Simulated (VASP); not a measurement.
Input:

```
MoSb
1.0
    0.00000     3.04515     3.04515
    3.04515     0.00000     3.04515
    3.04515     3.04515     0.00000
Mo Sb
1 1
Direct
  0.00000   0.00000   0.00000
  0.25000   0.25000   0.25000
```

Computed with r2SCAN meta-GGA, VASP's PBE PAW potentials (set 64) (plane waves; VASP 6.6.1). Settings: 400 eV cut-off, 12×12×12 Γ-centred mesh, tetrahedra with Blöchl corrections, potentials Mo_sv Sb.

**Question.** Give the energies of bands 6 to 12 at the high-symmetry points, in eV from the Fermi level.

**Answer.** 
| band | Γ | X | U | L | W |
|---|---|---|---|---|---|
| 6 | -2.88 | -4.24 | -3.76 | -3.82 | -3.40 |
| 7 | -2.88 | -1.71 | -2.44 | -2.54 | -3.03 |
| 8 | -2.88 | -1.71 | -1.99 | -2.54 | -1.67 |
| 9 | -0.17 | -0.69 | -0.83 | 0.04 | -0.83 |
| 10 | -0.17 | 0.24 | -0.04 | 0.04 | -0.17 |
| 11 | 4.28 | 0.53 | 0.54 | 0.34 | 0.34 |
| 12 | 5.77 | 1.10 | 1.47 | 3.37 | 1.19 |

It has no gap at this level: it comes out as a metal or semimetal.

The structure was generated: MoSb was put into the zinc blende type (F-43m), which need not be its known phase. It was relaxed first, which changed the volume by -27 %. The electron count is odd and the run is not spin-polarised, which forces a metal.
